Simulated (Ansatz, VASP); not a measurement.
**TaOs3 (Pm-3m, 4 atoms in the cell) computed with different codes at matched settings**

Self-consistent single point.

```yaml
crystal:
  lattice:
    - [3.91497, 0.00000, 0.00000]
    - [0.00000, 3.91497, 0.00000]
    - [0.00000, 0.00000, 3.91497]
  atoms:
    - { symbol: Ta, position: [0.00000, 0.00000, 0.00000] }
    - { symbol: Os, position: [0.00000, 0.50000, 0.50000] }
    - { symbol: Os, position: [0.50000, 0.00000, 0.50000] }
    - { symbol: Os, position: [0.50000, 0.50000, 0.00000] }
```

Shared settings, as Ansatz (a quantum-chemistry and plane-wave program) writes them: kpoints.mp_grid.grid = 7 7 7; magnetization.spin_orbit = true; scf.occupations.method = fermi_dirac; scf.occupations.width = 0.1 eV. Potentials and cutoffs stand in the table.

```csv
code,model,pressure (GPa),cutoff
VASP,"PBEsol, spin-orbit coupling, VASP's PBE PAW potentials (set 64)",-6.66,300 eV
Ansatz,"PBEsol with spin-orbit coupling, PAW files made with PBE",-5.77,default
```

The spread over the programs that give each value: pressure within 0.89 GPa.

Ansatz's pressure is given at a fixed set of plane waves, as the other plane-wave codes print theirs; with its correction for the finite basis it is -5.57 GPa.

VASP's run is marked for a possible Pulay error in its stress at this cutoff; no cutoff test was made.

The starting cell comes from a database of computed structures (which also holds hypothetical and non-ambient phases and stackings), without a prior relaxation at this level.

Left out of this page: Elk, FLEUR and SIESTA (not drawn, or without a comparable value).

Keys are those of Ansatz 0.2.
